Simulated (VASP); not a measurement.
Crystal: Au.

```
Au
1.0
     0.00000    2.04099    2.04099
     2.04099    0.00000    2.04099
     2.04099    2.04099    0.00000
Au
1
Direct
  0.00000 0.00000 0.00000
```

Base run:

```yaml
Program: VASP 6.6.1
Functional: PBEsol
Potentials_or_basis: VASP PAW PBE potentials, release 64 (Au)
Cutoff: 700 eV
k_mesh: 18 × 18 × 18
Occupations: gaussian, width 0.1 eV
Spin: no spin polarisation
```

Its results: band gap on the k mesh none (metal or under the smearing width); pressure 0.1 GPa.

Task: After a change of settings the same cell gave: band gap on the k mesh none (metal or under the smearing width); pressure 5.6 GPa. Which change was it?
A. functional from PBEsol to r2SCAN; cutoff from 700 eV to 520 eV; further incar settings from ALGO = Fast; EDIFF = 1e-06; NBANDS = 12 to ALGO = Normal; EDIFF = 1e-06; NBANDS = 12
B. cutoff from 700 eV to 520 eV; k mesh from 18 × 18 × 18 to 26 × 26 × 26
C. cutoff from 700 eV to 520 eV; occupations from gaussian, width 0.1 eV to gaussian, width 0.5 eV
D. cutoff from 700 eV to 900 eV

Result: A.

Caveats: the PAW data sets were made with another functional, which shifts forces and pressure a little.

Not every run made on this cell is shown here.
